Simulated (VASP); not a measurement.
Consider the following.

```yaml
crystal:
  lattice:
    - [4.68378, 0.00000, 0.00000]
    - [-2.34189, 4.05627, 0.00000]
    - [0.00000, 0.00000, 7.65394]
  atoms:
    - { symbol: Ag, position: [0.33333, 0.66667, 0.00000] }
    - { symbol: Ag, position: [0.66667, 0.33333, 0.50000] }
    - { symbol: I, position: [0.33333, 0.66667, 0.37500] }
    - { symbol: I, position: [0.66667, 0.33333, 0.87500] }
```

Calculation: PBE GGA, VASP's PBE PAW potentials (set 64) (plane waves; VASP 6.6.1). Settings: PREC = Normal, EDIFF = 1E-5, 400 eV cut-off, 7×7×4 Γ-centred mesh, Gaussian smearing of 0.050 eV, potentials Ag I.

Task: Estimate the energy per atom (σ→0).

Result: 
```json
{
  "energy per atom (σ→0)": "-2.395 eV/atom"
}
```

Only differences to runs with the same potentials and settings are physical.

The compound is AgI in the wurtzite structure. It was relaxed first, which changed the volume by +6 %.
